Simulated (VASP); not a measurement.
These are RPBE GGA, VASP's PBE PAW potentials (set 64) (plane waves; VASP) values and carry that method's errors.

The input files of a VASP run:

**KPOINTS**
```
K-points
0
gamma
5 5 5
```

File POSCAR:
```
BaHfO3
8.3855860
  0.4999999977   0.0000000000   0.0000000000
  0.0000000000   0.4999999977   0.0000000000
  0.0000000000   0.0000000000   0.4999999977
Ba Hf O
1 1 3
Direct
  0.0000000000   0.0000000000   0.0000000000
  0.5000000000   0.5000000000   0.5000000000
  0.5000000000   0.0000000000   0.5000000000
  0.0000000000   0.5000000000   0.5000000000
  0.5000000000   0.5000000000   0.0000000000
```

INCAR:
```
SYSTEM = BaHfO3
PREC = Accurate
ENCUT = 520
EDIFF = 1E-7
NELM = 100
ALGO = Normal
LREAL = .FALSE.
LASPH = .TRUE.
ISMEAR = 0
SIGMA = 0.05
GGA = RP
LMAXMIX = 6
LWAVE = .FALSE.
LCHARG = .FALSE.
ISIF = 2
```

POTCAR, in this order: Ba_sv Hf_pv O (PBE.64 set). Program: vasp_std.

The run wrote:

**OSZICAR**
```
       N       E                     dE             d eps       ncg     rms          rms(c)
DAV:   1     0.237008177743E+03    0.23701E+03   -0.21466E+04   460   0.160E+03
DAV:   2    -0.356564107090E+02   -0.27266E+03   -0.26822E+03   589   0.350E+02
DAV:   3    -0.482933135940E+02   -0.12637E+02   -0.12616E+02   603   0.762E+01
DAV:   4    -0.485046002907E+02   -0.21129E+00   -0.21119E+00   690   0.913E+00
DAV:   5    -0.485090437621E+02   -0.44435E-02   -0.44433E-02   596   0.888E-01    0.575E+01
DAV:   6    -0.415629437407E+02    0.69461E+01   -0.42365E+01   516   0.379E+01    0.510E+01
DAV:   7    -0.415063885948E+02    0.56555E-01   -0.22732E+00   624   0.100E+01    0.328E+01
DAV:   8    -0.415266595451E+02   -0.20271E-01   -0.38661E-01   572   0.533E+00    0.552E+00
DAV:   9    -0.415087914855E+02    0.17868E-01   -0.10639E-01   572   0.206E+00    0.160E+00
DAV:  10    -0.415096382394E+02   -0.84675E-03   -0.11843E-02   608   0.779E-01    0.681E-01
DAV:  11    -0.415094693485E+02    0.16889E-03   -0.75229E-04   594   0.195E-01    0.266E-01
DAV:  12    -0.415095721282E+02   -0.10278E-03   -0.24077E-04   579   0.113E-01    0.188E-01
DAV:  13    -0.415095857619E+02   -0.13634E-04   -0.30758E-05   714   0.370E-02    0.699E-03
DAV:  14    -0.415095867516E+02   -0.98964E-06   -0.22594E-06   609   0.112E-02    0.176E-02
DAV:  15    -0.415095866746E+02    0.76970E-07   -0.25277E-06   579   0.114E-02    0.139E-03
DAV:  16    -0.415095867779E+02   -0.10328E-06   -0.13109E-07   539   0.206E-03    0.128E-03
DAV:  17    -0.415095868015E+02   -0.23637E-07   -0.24572E-08   412   0.901E-04
   1 F= -.41509587E+02 E0= -.41509587E+02  d E =-.171801E-14
```

**OUTCAR**
```
------------------------ aborting loop because EDIFF is reached ----------------------------------------
  FORCE on cell =-STRESS in cart. coord.  units (eV):
  Direction    XX          YY          ZZ          XY          YZ          ZX
  --------------------------------------------------------------------------------------
  Total        2.1729137      2.1729137      2.1729137      0.0000000      0.0000000     -0.0000000
  in kB       47.2327038     47.2327038     47.2327038      0.0000000      0.0000000     -0.0000000
  external PRESSURE =      47.2327038 kB  Pullay stress =       0.0000000 kB
  volume of cell :       73.71
      direct lattice vectors                 reciprocal lattice vectors
     4.192792981  0.000000000  0.000000000     0.238504502  0.000000000  0.000000000
     0.000000000  4.192792981  0.000000000     0.000000000  0.238504502  0.000000000
     0.000000000  0.000000000  4.192792981     0.000000000  0.000000000  0.238504502
 POSITION                                       TOTAL-FORCE (eV/Angst)
 -----------------------------------------------------------------------------------
      0.00000      0.00000      0.00000         0.000000      0.000000      0.000000
      2.09640      2.09640      2.09640         0.000000      0.000000      0.000000
      2.09640      0.00000      2.09640         0.000000      0.000000      0.000000
      0.00000      2.09640      2.09640         0.000000      0.000000      0.000000
      2.09640      2.09640      0.00000         0.000000      0.000000      0.000000
 -----------------------------------------------------------------------------------
    total drift:                                0.000000     -0.000000     -0.000000
  FREE ENERGIE OF THE ION-ELECTRON SYSTEM (eV)
  ---------------------------------------------------
  free  energy   TOTEN  =       -41.5095868015 eV

  energy  without entropy=      -41.5095868015  energy(sigma->0) =      -41.50958680
```
(Selected blocks of OUTCAR.)

The compound is BaHfO3 in the cubic perovskite structure. This cell is one point of a volume scan, at 0.97 of the reference volume.
